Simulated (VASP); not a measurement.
VASP ran on this input.

File POSCAR:
```
K
1.0
 -2.5872000000   2.5872000000   2.5872000000
  2.5872000000  -2.5872000000   2.5872000000
  2.5872000000   2.5872000000  -2.5872000000
K
1
Cartesian
  0.0000000000   0.0000000000   0.0000000000
```

### INCAR
```
SYSTEM = K
PREC = Accurate
ENCUT = 300
EDIFF = 1E-6
NELM = 100
ALGO = Normal
LREAL = .FALSE.
LASPH = .TRUE.
ISMEAR = 0
SIGMA = 0.136
GGA = PE
LWAVE = .FALSE.
LCHARG = .FALSE.
ISIF = 2
```

KPOINTS:
```
Automatic mesh
0
Gamma
9 9 9
0 0 0
```

POTCAR, in this order: K_sv (PBE.64 set). Program: vasp_std.

Q: Translate this PBE calculation to Ansatz.

A: One equivalent input (not run):
Ansatz 0.2 input:
```yaml
crystal:
  lattice:
    - [-2.5872000, 2.5872000, 2.5872000]
    - [2.5872000, -2.5872000, 2.5872000]
    - [2.5872000, 2.5872000, -2.5872000]
  atoms:
    - { symbol: K, position: [0.0000000, 0.0000000, 0.0000000] }
kpoints:
  mp_grid: { grid: [9, 9, 9] }
hamiltonian:
  xc: pbe
  pseudopotentials: { kind: paw }
scf:
  occupations: { method: gaussian, width: 0.136 }
  max_iter: 100
output: { forces: true, stress: true, eigenvalues: true }
```
Limits of the translation: each code has its own PAW files, so the cut-off isn't converted (ENCUT is set for VASP's; basis.ecutwfc is left out, and Ansatz then takes the one that its files recommend); Ansatz stops its SCF on the density residual and VASP on the energy change (EDIFF).

The structure is a typed K crystal (Im-3m). The cell was not relaxed at this level, and its volume differs by -5.9 % from the start's.
